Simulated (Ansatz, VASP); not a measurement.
## OsI3: VASP beside Ansatz

Contents of INCAR:

```
SYSTEM = OsI3
  PREC = Accurate
  ENCUT = 520
  EDIFF = 1E-6
  ISMEAR = 0
  SIGMA = 0.05
  LREAL = .FALSE.
  LASPH = .TRUE.
  NELM = 150
  ALGO = Normal
  ISIF = 2
  LWAVE = .FALSE.
  LCHARG = .FALSE.
  ISPIN = 2
  MAGMOM = 1.83 0.12 0.12 0.12
  LORBIT = 11
  LMAXMIX = 4
  LDAU = .TRUE.
  LDAUTYPE = 2
  LDAUL = 2 -1
  LDAUU = 2 0
  LDAUJ = 0 0
  LDAUPRINT = 1
  GGA = PE
  NBANDS = 26
```

The input KPOINTS:

```
Automatic mesh
0
G
  4 4 4
  0 0 0
```

POSCAR

```
OsI3
1.0
    5.5525372398      0.0000000000      0.0000000000
    0.0000000000      5.5525372398      0.0000000000
    0.0000000000      0.0000000000      5.5525372398
Os I
1 3
Direct
    0.0000000000      0.0000000000      0.0000000000
    0.5000000000      0.0000000000      0.0000000000
    0.0000000000      0.0000000000      0.5000000000
    0.0000000000      0.5000000000      0.0000000000
```

Input for Ansatz:

```yaml
crystal:
  lattice:
    - [5.5525372398, 0.0, 0.0]
    - [0.0, 5.5525372398, 0.0]
    - [0.0, 0.0, 5.5525372398]
  atoms:
    - { symbol: Os, position: [0.0, 0.0, 0.0], spin: 1.91 }
    - { symbol: I, position: [0.5, 0.0, 0.0] }
    - { symbol: I, position: [0.0, 0.0, 0.5] }
    - { symbol: I, position: [0.0, 0.5, 0.0] }
basis:
  ecutwfc: 420
  ecutrho_ratio: 4
kpoints:
  mp_grid: { grid: [4, 4, 4] }
hamiltonian:
  xc: pbe
  hubbard:
    sites:
      - { species: Os, l: d, u_eff: 2.0, starting_ns: start.occupation_matrices }
    ns_hold: { iters: 6 }
scf:
  occupations: { method: gaussian, width: 0.05 }
  lower_state_search: "off"
output:
  forces: true
  stress: true
  eigenvalues: true
  populations: true
  hubbard: { sites: [{ species: Os, l: d }] }
magnetization:
  spin_polarized: true
```

Alike in both runs: task single point; functional PBE; k mesh 4 × 4 × 4; occupations gaussian, width 0.05 eV; collinear spin; Hubbard terms Os d U = 2.0 eV.

```csv
,VASP,Ansatz
version,VASP 6.6.1,Ansatz 0.2.0
potentials or method,"VASP PAW PBE potentials, release 64 (Os, I)","scalar-relativistic, plane waves, PAW"
plane-wave cutoff (eV),520,420
valence electrons in the cell,29,67
```

```tsv
	VASP	Ansatz	Ansatz less VASP
gap on the k mesh at the Fermi level (eV)	none	none	-
pressure (GPa)	0.0	0.0	+0.02
net moment per atom (μB)	0.62	0.62	-0.004
size of the moment on the site where the two differ most (μB)	2.09	1.66	-0.427
```

Site moments also hang on the region over which each program counts them. The programs project onto different local orbitals, so the same U acts differently. A gap of «none» marks a metal or a gap that the smearing closes. The two sets of potentials don't hold the same shells in valence. Ansatz warned: «filled_band_counts_differ_across_k_points».

The runs have no spin-orbit coupling, so splittings on I, Os are missing. The state reached can hang on the start; a lower one may exist.
